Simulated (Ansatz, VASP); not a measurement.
**Cross-check of HfC between VASP and Ansatz**

Aim: how closely do two programs agree when they are given the same cell, functional and k mesh? The cell is taken from a series of runs on this material, whose earlier steps may have relaxed, scaled, displaced or heated it; both programs get it as it stands.

Method: plane waves, with VASP 6.6.1 beside it; zone-centre phonons at LDA, in Ansatz 0.2.0.

### Step 1. The structure

The structure is tetragonal, space group I4/mmm (No. 139). The conventional cell has a = 3.223 Å, b = 3.223 Å, c = 4.664 Å, α = 90.00°, β = 90.00°, γ = 90.00°. Nearest to C lie 6 Hf at 2.28 to 2.33 Å. Nearest to Hf lie 6 C at 2.28 to 2.33 Å. Farther neighbours are not listed.

Coordinates:

```
C Hf
1.0
     0.00000    2.27927    2.33210
     2.27927    0.00000    2.33210
     2.27927    2.27927    0.00000
C Hf
1 1
Cartesian
  0.0000 0.0000 0.0000
  2.2793 2.2793 2.3321
```

### Step 2. VASP: zone-centre phonons, LDA

Second derivatives magnify differences that forces hide, and they need a tight electronic threshold.

Lines of VASP's logs that name or quote its potential files are left out, and so is its time.

The input, INCAR:

```
SYSTEM = HfC
PREC = Accurate
ENCUT = 600
EDIFF = 1E-08
NELM = 120
ISMEAR = 1
SIGMA = 0.2
LREAL = .FALSE.
ALGO = Normal
GGA = PW92
NBANDS = 13
LASPH = .TRUE.
LORBIT = 11
LWAVE = .FALSE.
LCHARG = .FALSE.
ISIF = 2
IBRION = 8
GGA_COMPAT = .FALSE.
KPAR = 2
```

The input, POSCAR:

```
HfC
1.0
    0.0000000000      2.2792742476      2.3321000499
    2.2792742476      0.0000000000      2.3321000499
    2.2792742476      2.2792742476      0.0000000000
C Hf
1 1
Direct
    0.0000000000      0.0000000000      0.0000000000
    0.5000000000      0.5000000000      0.5000000000
```

The input, KPOINTS:

```
Automatic mesh
0
Gamma
16 16 16
0 0 0
```

The projector-augmented-wave data sets are C and Hf_pv (LDA family, release 64).

Command:

```console
mpirun -np 2 vasp_std
```

Numbers of over 12 decimals in the logs are rounded to 6 here.

The log of the run:

```text
[banner, memory and clock lines left out]
running    2 mpi-ranks, on    1 nodes
 distrk:  each k-point on    1 cores,    2 groups
 distr:  one band on    1 cores,    1 groups

 POSCAR found type information on POSCAR C Hf
 POSCAR found :  2 types and       2 ions
|                                                                             |
|               ----> ADVICE to this user running VASP <----                  |
|                                                                             |
|     You enforced a specific xc type in the INCAR file but a different       |
|     [... a line on the potential file left out ...]
|     I HOPE YOU KNOW WHAT YOU ARE DOING!                                     |
|                                                                             |

 LDA part: xc-table for (Slater(with rela. corr.)+PW92), standard interpolation
 POSCAR, INCAR and KPOINTS ok, starting setup
 FFT: planning ... GRIDC
 FFT: planning ... GRID_SOFT
 FFT: planning ... GRID
 WAVECAR not read
 entering main loop
       N       E                     dE             d eps       ncg     rms          rms(c)
DAV:   1     0.234985457903E+02    0.23499E+02   -0.85591E+03  9130   0.118E+03
DAV:   2    -0.243131278239E+02   -0.47812E+02   -0.44713E+02 11530   0.220E+02
DAV:   3    -0.260291880009E+02   -0.17161E+01   -0.17067E+01 11299   0.296E+01
DAV:   4    -0.260389655450E+02   -0.97775E-02   -0.97762E-02 10264   0.270E+00
DAV:   5    -0.260390362458E+02   -0.70701E-04   -0.70699E-04 11402   0.208E-01    0.620E+01
DAV:   6    -0.229788503137E+02    0.30602E+01   -0.14003E+01 10464   0.197E+01    0.440E+01
DAV:   7    -0.229031936437E+02    0.75657E-01   -0.62326E-01 10504   0.553E+00    0.253E+01
DAV:   8    -0.228874473114E+02    0.15746E-01   -0.66660E-02 11059   0.198E+00    0.578E+00
DAV:   9    -0.228813902801E+02    0.60570E-02   -0.27911E-02 10779   0.891E-01    0.188E+00
DAV:  10    -0.228809199704E+02    0.47031E-03   -0.17562E-03 11033   0.307E-01    0.931E-02
DAV:  11    -0.228809198477E+02    0.12268E-06   -0.77513E-05 10739   0.784E-02    0.717E-02
DAV:  12    -0.228809195843E+02    0.26343E-06   -0.15528E-06 11494   0.107E-02    0.256E-02
DAV:  13    -0.228809193223E+02    0.26202E-06   -0.73198E-07 10809   0.460E-03    0.155E-03
DAV:  14    -0.228809193253E+02   -0.29977E-08   -0.25419E-08 10362   0.130E-03
   1 F= -.22880919E+02 E0= -.22880813E+02  d E =-.318777E-03
 Linear response reoptimize wavefunctions to high precision
DAV:   1    -0.228809193259E+02   -0.56502E-09   -0.51610E-10  7747   0.202E-04
DAV:   2    -0.228809193259E+02   -0.38654E-11   -0.67541E-11  5907   0.730E-05
 Linear response DOF=           4
 Linear response progress:
  Degree of freedom:   1/  4
       N       E                     dE             d eps       ncg     rms          rms(c)
RMM:   1    -0.124499888727E+00   -0.12450E+00    0.16319E-02 35410   0.196E+00
RMM:   2    -0.119054918663E+00    0.54450E-02   -0.38299E-03 25873   0.373E-01    0.480E-01
RMM:   3    -0.119382911101E+00   -0.32799E-03   -0.76294E-04 23589   0.157E-01    0.249E-01
RMM:   4    -0.120354313606E+00   -0.97140E-03   -0.44824E-04 24043   0.117E-01    0.396E-02
RMM:   5    -0.120348726672E+00    0.55869E-05   -0.11979E-05 26583   0.255E-02    0.116E-02
RMM:   6    -0.120348961801E+00   -0.23513E-06   -0.40353E-07 28684   0.424E-03    0.478E-03
RMM:   7    -0.120336583350E+00    0.12378E-04   -0.10507E-07 27751   0.221E-03    0.296E-03
RMM:   8    -0.120340372025E+00   -0.37887E-05   -0.16046E-08 29395   0.720E-04    0.311E-04
RMM:   9    -0.120339640076E+00    0.73195E-06   -0.10678E-08 30957   0.139E-04    0.223E-04
RMM:  10    -0.120339614738E+00    0.25338E-07   -0.96616E-09 31164   0.334E-05    0.361E-05
RMM:  11    -0.120339627075E+00   -0.12338E-07   -0.43011E-10 30101   0.119E-05    0.108E-05
RMM:  12    -0.120339661711E+00   -0.34635E-07   -0.19758E-09 29093   0.704E-06    0.110E-05
RMM:  13    -0.120339660782E+00    0.92898E-09    0.50440E-10 21393   0.419E-06    0.254E-06
 first order change of Fermi-energy  -0.10689E-02
 force on displaced ion       1 direction 1 :  -9.144   0.000   0.000
 Linear response progress:
  Degree of freedom:   2/  4
       N       E                     dE             d eps       ncg     rms          rms(c)
RMM:   1    -0.121239387881E+00   -0.12124E+00    0.31108E-02 19844   0.189E+00
RMM:   2    -0.117949535715E+00    0.32899E-02   -0.30212E-03 14551   0.342E-01    0.371E-01
RMM:   3    -0.118276937740E+00   -0.32740E-03   -0.64373E-04 13079   0.145E-01    0.189E-01
RMM:   4    -0.119193386574E+00   -0.91645E-03   -0.41650E-04 13327   0.112E-01    0.330E-02
RMM:   5    -0.119192699720E+00    0.68685E-06   -0.10704E-05 14980   0.236E-02    0.103E-02
RMM:   6    -0.119190525342E+00    0.21744E-05   -0.39330E-07 15991   0.410E-03    0.446E-03
RMM:   7    -0.119180681558E+00    0.98438E-05   -0.78032E-08 15574   0.187E-03    0.280E-03
RMM:   8    -0.119182883993E+00   -0.22024E-05   -0.11240E-08 16561   0.626E-04    0.407E-04
RMM:   9    -0.119182747362E+00    0.13663E-06   -0.50248E-10 17233   0.103E-04    0.203E-04
RMM:  10    -0.119182735941E+00    0.11421E-07   -0.19094E-10 17377   0.267E-05    0.292E-05
RMM:  11    -0.119182746946E+00   -0.11005E-07   -0.15224E-10 16668   0.107E-05    0.118E-05
RMM:  12    -0.119182769754E+00   -0.22808E-07    0.29878E-10 15727   0.583E-06    0.968E-06
RMM:  13    -0.119182769727E+00    0.26229E-10    0.89389E-10 10351   0.365E-06    0.200E-06
 first order change of Fermi-energy   0.29651E-02
 force on displaced ion       1 direction 3 :   0.000   0.000  -6.647
 Linear response progress:
  Degree of freedom:   3/  4
       N       E                     dE             d eps       ncg     rms          rms(c)
RMM:   1    -0.212023988392E+00   -0.21202E+00    0.38074E+00 17945   0.119E+01
RMM:   2    -0.207933895224E+00    0.40901E-02   -0.30601E-02 24900   0.127E+00    0.581E-01
RMM:   3    -0.207248627551E+00    0.68527E-03   -0.98682E-04 31004   0.151E-01    0.239E-01
RMM:   4    -0.206768422911E+00    0.48020E-03   -0.84884E-05 33431   0.526E-02    0.147E-01
RMM:   5    -0.206355440954E+00    0.41298E-03   -0.31493E-05 33736   0.365E-02    0.148E-02
RMM:   6    -0.206350675628E+00    0.47653E-05   -0.43314E-06 33440   0.107E-02    0.682E-03
RMM:   7    -0.206360595517E+00   -0.99199E-05   -0.17276E-06 36552   0.261E-03    0.705E-03
RMM:   8    -0.206361720136E+00   -0.11246E-05   -0.35615E-06 36178   0.615E-04    0.176E-03
RMM:   9    -0.206362244297E+00   -0.52416E-06   -0.27404E-06 37104   0.298E-04    0.776E-05
RMM:  10    -0.206362542979E+00   -0.29868E-06   -0.17018E-06 36180   0.107E-04    0.119E-04
RMM:  11    -0.206362610816E+00   -0.67837E-07   -0.81364E-07 38716   0.448E-05    0.990E-05
RMM:  12    -0.206362632877E+00   -0.22061E-07   -0.44948E-07 36167   0.226E-05    0.493E-05
RMM:  13    -0.206362652364E+00   -0.19487E-07   -0.23288E-07 34854   0.146E-05    0.860E-06
RMM:  14    -0.206362648776E+00    0.35879E-08   -0.13465E-07 26881   0.101E-05    0.102E-05
RMM:  15    -0.206362651595E+00   -0.28186E-08   -0.70976E-08 24476   0.805E-06    0.673E-06
 first order change of Fermi-energy   0.14012E-02
 force on displaced ion       2 direction 1 :  -9.139   0.000   0.000
 Linear response progress:
  Degree of freedom:   4/  4
       N       E                     dE             d eps       ncg     rms          rms(c)
RMM:   1    -0.213952764637E+00   -0.21395E+00    0.35998E+00 10266   0.116E+01
RMM:   2    -0.210277450776E+00    0.36753E-02   -0.30074E-02 14027   0.125E+00    0.494E-01
RMM:   3    -0.209686881986E+00    0.59057E-03   -0.93869E-04 17212   0.142E-01    0.182E-01
RMM:   4    -0.209275966926E+00    0.41092E-03   -0.67363E-05 18545   0.449E-02    0.124E-01
RMM:   5    -0.208872714814E+00    0.40325E-03   -0.26190E-05 18744   0.333E-02    0.127E-02
RMM:   6    -0.208864621883E+00    0.80929E-05   -0.26616E-06 19015   0.920E-03    0.426E-03
RMM:   7    -0.208877657660E+00   -0.13036E-04   -0.31346E-06 19625   0.235E-03    0.527E-03
RMM:   8    -0.208878762777E+00   -0.11051E-05   -0.29456E-06 20357   0.524E-04    0.112E-03
RMM:   9    -0.208878948162E+00   -0.18539E-06   -0.22204E-06 20331   0.242E-04    0.950E-05
RMM:  10    -0.208879172097E+00   -0.22393E-06   -0.13277E-06 20186   0.861E-05    0.558E-05
RMM:  11    -0.208879224099E+00   -0.52002E-07   -0.71190E-07 21720   0.351E-05    0.687E-05
RMM:  12    -0.208879231918E+00   -0.78191E-08   -0.36434E-07 18953   0.165E-05    0.288E-05
RMM:  13    -0.208879238898E+00   -0.69795E-08   -0.21165E-07 17173   0.115E-05    0.288E-06
RMM:  14    -0.208879237314E+00    0.15837E-08   -0.11162E-07 14135   0.907E-06    0.499E-06
RMM:  15    -0.208879239614E+00   -0.22994E-08   -0.61281E-08 13016   0.790E-06    0.179E-06
 first order change of Fermi-energy  -0.27033E-02
 force on displaced ion       2 direction 3 :   0.000   0.000  -6.650
 Linear response finished
```

OUTCAR, selected parts (step 2):

```text
ion  position               nearest neighbor table
   1  0.000  0.000  0.000-   2 2.28   2 2.28   2 2.28   2 2.28   2 2.33   2 2.33
   2  0.500  0.500  0.500-   1 2.28   1 2.28   1 2.28   1 2.28   1 2.33   1 2.33

  LATTYP: Found a body centered tetragonal cell.
 ALAT       =     3.2233805533
 C/A-ratio  =     1.4469902088

 Subroutine GETGRP returns: Found 16 space group operations
 (whereof 16 operations were pure point group operations)

The static configuration has the point symmetry D_4h.

 Found    349 irreducible k-points:

   k-points           NKPTS =    349   k-points in BZ     NKDIM =    349   number of bands    NBANDS=     13

   dimension x,y,z NGX =    28 NGY =   28 NGZ =   28
   dimension x,y,z NGXF=    56 NGYF=   56 NGZF=   56

   ENCUT  =  600.0 eV  44.10 Ry    6.64 a.u.   6.51  6.51  6.44*2*pi/ulx,y,z

   NELECT =      14.0000    total number of electrons

 k-points in reciprocal lattice and weights: Automatic mesh
   0.00000000  0.00000000  0.00000000       0.000
   0.06250000  0.00000000  0.00000000       0.002
   0.12500000  0.00000000  0.00000000       0.002
   0.18750000  0.00000000  0.00000000       0.002
   0.25000000  0.00000000  0.00000000       0.002
   0.31250000  0.00000000  0.00000000       0.002
   0.37500000  0.00000000  0.00000000       0.002
   0.43750000 -0.00000000  0.00000000       0.002
   0.50000000  0.00000000  0.00000000       0.001
[...]
-0.31250000  0.18750000  0.50000000       0.001
  -0.25000000  0.25000000  0.50000000       0.000

 average (electrostatic) potential at core
       1 -51.6023       2 -35.2970

  Total        0.0364757      0.0364757     -1.4440531      0.0000000      0.0000000      0.0000000
  in kB        2.4118111      2.4118111    -95.4824162      0.0000000      0.0000000      0.0000000
  external PRESSURE =     -30.2195980 kB  Pullay stress =       0.0000000 kB

  energy-cutoff  :      600.00
  volume of cell :       24.23
      direct lattice vectors                 reciprocal lattice vectors
     0.000000000  2.279274248  2.332100050    -0.219368073  0.219368073  0.214399035
     2.279274248  0.000000000  2.332100050     0.219368073 -0.219368073  0.214399035
     2.279274248  2.279274248  0.000000000     0.219368073  0.219368073 -0.214399035

 POSITION                                       TOTAL-FORCE (eV/Angst)
 -----------------------------------------------------------------------------------
      0.00000      0.00000      0.00000        -0.000000     -0.000000      0.000000
      2.27927      2.27927      2.33210         0.000000      0.000000      0.000000
 -----------------------------------------------------------------------------------
    total drift:                                0.000000      0.000000      0.000000

 Eigenvectors and eigenvalues of the dynamical matrix
 ----------------------------------------------------

   1 f  =   14.091701 THz    88.540768 2PiTHz  470.048548 cm-1    58.278566 meV
             X         Y         Z           dx          dy          dz
      0.000000  0.000000  0.000000     0.000000    0.967977    0.000000
      2.279274  2.279274  2.332100     0.000000   -0.251038    0.000000

   2 f  =   14.091701 THz    88.540768 2PiTHz  470.048548 cm-1    58.278566 meV
             X         Y         Z           dx          dy          dz
      0.000000  0.000000  0.000000     0.967977    0.000000    0.000000
      2.279274  2.279274  2.332100    -0.251038    0.000000    0.000000

   3 f  =   12.015058 THz    75.492838 2PiTHz  400.779206 cm-1    49.690266 meV
             X         Y         Z           dx          dy          dz
      0.000000  0.000000  0.000000     0.000000    0.000000    0.967948
      2.279274  2.279274  2.332100     0.000000    0.000000   -0.251149

   4 f/i=    0.000652 THz     0.004094 2PiTHz    0.021736 cm-1     0.002695 meV
             X         Y         Z           dx          dy          dz
      0.000000  0.000000  0.000000     0.000000    0.000000   -0.251149
      2.279274  2.279274  2.332100     0.000000    0.000000   -0.967948

   5 f/i=    0.000860 THz     0.005404 2PiTHz    0.028688 cm-1     0.003557 meV
             X         Y         Z           dx          dy          dz
      0.000000  0.000000  0.000000    -0.251038    0.000000    0.000000
      2.279274  2.279274  2.332100    -0.967977    0.000000    0.000000

   6 f/i=    0.000860 THz     0.005404 2PiTHz    0.028688 cm-1     0.003557 meV
             X         Y         Z           dx          dy          dz
      0.000000  0.000000  0.000000     0.000000   -0.251038    0.000000
      2.279274  2.279274  2.332100     0.000000   -0.967977    0.000000

 ELASTIC MODULI CONTR FROM IONIC RELAXATION (kBar)
 Direction    XX          YY          ZZ          XY          YZ          ZX
 --------------------------------------------------------------------------------
 XX           0.0000      0.0000      0.0000      0.0000      0.0000      0.0000
 YY           0.0000      0.0000      0.0000      0.0000      0.0000      0.0000
 ZZ           0.0000      0.0000      0.0000      0.0000      0.0000      0.0000
 XY           0.0000      0.0000      0.0000      0.0000      0.0000      0.0000
 YZ           0.0000      0.0000      0.0000      0.0000      0.0000      0.0000
 ZX           0.0000      0.0000      0.0000      0.0000      0.0000      0.0000
 --------------------------------------------------------------------------------
```

Energies printed during the response cycles are not total energies of the cell. Harder data sets than Hf_pv exist (the GW ones), and pressures, volumes and forces can shift noticeably with them.

[end of part 1 of 2]

[Lines on the potential files, build, host, timing and source positions are cut from VASP's logs without a mark.]

[Logs are printed without paths, hosts, clocks, repeated set-up lines and the standing remarks that a program may print on its own settings, such as how far it seeks lower states.]

[Hosts, paths, dates, database ids (printed as entryN), source tags and the programs' standing remarks are cut or masked in the printed files.]
